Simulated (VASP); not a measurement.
All values below come from optB86b-vdW, VASP's PBE PAW potentials (set 64) (plane waves; VASP 6.6.1).

Input for VASP

POSCAR:
```
Al
1.0
  0.0000000000   2.0250000000   2.0250000000
  2.0250000000   0.0000000000   2.0250000000
  2.0250000000   2.0250000000   0.0000000000
Al
1
direct
  0.0000000000   0.0000000000   0.0000000000
```

INCAR:
```
! general
SYSTEM   = Al
PREC     = Accurate
ENCUT    = 520
LREAL    = .FALSE.
LASPH    = .TRUE.

! electronic loop
EDIFF    = 1E-6
NELM     = 100
ALGO     = Normal

! smearing
ISMEAR   = 1
SIGMA    = 0.1

! functional
GGA      = MK
LUSE_VDW = .TRUE.
AGGAC    = 0.0
PARAM1   = 0.1234
PARAM2   = 1.0

! ions
IBRION   = 2
NSW      = 60
ISIF     = 3
EDIFFG   = -0.01

! output
LWAVE    = .FALSE.
LCHARG   = .FALSE.
```

KPOINTS:
```
kpoints
0
gamma
 14 14 14
0 0 0
```

POTCAR, in this order: Al (PBE.64 set). Program: vasp_std.

What VASP printed:

OUTCAR:
```
 ion  position               nearest neighbor table
   1  0.000  0.000  0.000-
  LATTYP: Found a face centered cubic cell.
 ALAT       =     4.0500000000
 Subroutine PRICEL returns:
 Original cell was already a primitive cell.
 Subroutine GETGRP returns: Found 48 space group operations
The static configuration has the point symmetry O_h .
The dynamic configuration has the point symmetry O_h .
 Subroutine INISYM returns: Found 48 space group operations
 Subroutine IBZKPT returns following result:
 Found    104 irreducible k-points:

 Following reciprocal coordinates:
            Coordinates               Weight
  0.000000  0.000000  0.000000      1.000000
  0.071429  0.000000  0.000000      8.000000
  0.142857  0.000000  0.000000      8.000000
  0.214286  0.000000  0.000000      8.000000
  0.285714  0.000000  0.000000      8.000000
  0.357143  0.000000  0.000000      8.000000
  0.428571  0.000000  0.000000      8.000000
  0.500000  0.000000  0.000000      4.000000
  0.071429  0.071429  0.000000      6.000000
  0.142857  0.071429  0.000000     24.000000
...
```

File OSZICAR:
```
       N       E                     dE             d eps       ncg     rms          rms(c)
DAV:   1    -0.375488651332E+00   -0.37549E+00   -0.90950E+02  1090   0.335E+02
DAV:   2    -0.249294758523E+01   -0.21175E+01   -0.20358E+01  1355   0.320E+01
DAV:   3    -0.251059969648E+01   -0.17652E-01   -0.17346E-01  1405   0.331E+00
DAV:   4    -0.251066998629E+01   -0.70290E-04   -0.69972E-04  1375   0.183E-01
DAV:   5    -0.251067039700E+01   -0.41071E-06   -0.41091E-06  1410   0.127E-02    0.121E+00
DAV:   6    -0.250382221517E+01    0.68482E-02   -0.14901E-03  1190   0.352E-01    0.719E-01
DAV:   7    -0.249885643784E+01    0.49658E-02   -0.40161E-03  1170   0.599E-01    0.129E-01
DAV:   8    -0.249887051732E+01   -0.14079E-04   -0.38342E-05  1545   0.551E-02    0.213E-02
DAV:   9    -0.249887092742E+01   -0.41010E-06   -0.39091E-07  1115   0.568E-03
   1 F= -.24988709E+01 E0= -.24989516E+01  d E =-.249887E+01
       N       E                     dE             d eps       ncg     rms          rms(c)
DAV:   1    -0.249979390733E+01   -0.92339E-03   -0.14168E-02  1320   0.750E-01    0.962E-02
DAV:   2    -0.249975999539E+01    0.33912E-04   -0.88172E-05  1130   0.857E-02    0.375E-02
DAV:   3    -0.249973496418E+01    0.25031E-04   -0.87184E-06  1310   0.282E-02    0.114E-02
DAV:   4    -0.249973354450E+01    0.14197E-05   -0.95531E-07  1085   0.856E-03    0.713E-03
DAV:   5    -0.249973345427E+01    0.90236E-07   -0.41150E-08   635   0.186E-03
   2 F= -.24997335E+01 E0= -.24998182E+01  d E =-.862527E-03
       N       E                     dE             d eps       ncg     rms          rms(c)
DAV:   1    -0.249975249782E+01   -0.18953E-04   -0.20992E-04  1325   0.911E-02    0.120E-02
DAV:   2    -0.249975177069E+01    0.72713E-06   -0.12908E-06  1025   0.105E-02
   3 F= -.24997518E+01 E0= -.24998373E+01  d E =-.880843E-03
```

File OUTCAR:
```
------------------------ aborting loop because EDIFF is reached ----------------------------------------
  FORCE on cell =-STRESS in cart. coord.  units (eV):
  Direction    XX          YY          ZZ          XY          YZ          ZX
  --------------------------------------------------------------------------------------
  Total        0.0013969      0.0013969      0.0013969     -0.0000000     -0.0000000      0.0000000
  in kB        0.1367860      0.1367860      0.1367860     -0.0000000     -0.0000000      0.0000000
  external PRESSURE =       0.1367860 kB  Pullay stress =       0.0000000 kB
  volume of cell :       16.36
      direct lattice vectors                 reciprocal lattice vectors
     0.000000000  2.014968707  2.014968707    -0.248142812  0.248142812  0.248142812
     2.014968707 -0.000000000  2.014968707     0.248142812 -0.248142812  0.248142812
     2.014968707  2.014968707  0.000000000     0.248142812  0.248142812 -0.248142812
 POSITION                                       TOTAL-FORCE (eV/Angst)
 -----------------------------------------------------------------------------------
      0.00000      0.00000      0.00000        -0.000000      0.000000     -0.000000
 -----------------------------------------------------------------------------------
    total drift:                                0.000000     -0.000000     -0.000000
  FREE ENERGIE OF THE ION-ELECTRON SYSTEM (eV)
  ---------------------------------------------------
  free  energy   TOTEN  =        -2.4997517707 eV

  energy  without entropy=       -2.5000083218  energy(sigma->0) =       -2.49983729

 reached required accuracy - stopping structural energy minimisation
```
(Selected blocks of OUTCAR.)

### CONTCAR
```
Al
   1.00000000000000
     0.0000000000000000    2.0149687065233088    2.0149687065233088
     2.0149687065233088   -0.0000000000000000    2.0149687065233088
     2.0149687065233088    2.0149687065233088    0.0000000000000000
  Al
     1
Direct
     0.0000000000000000    0.0000000000000000    0.0000000000000000
```

The compound is Al in the fcc structure. This run relaxes it. Symmetry was kept, so distortions that lower it aren't found.
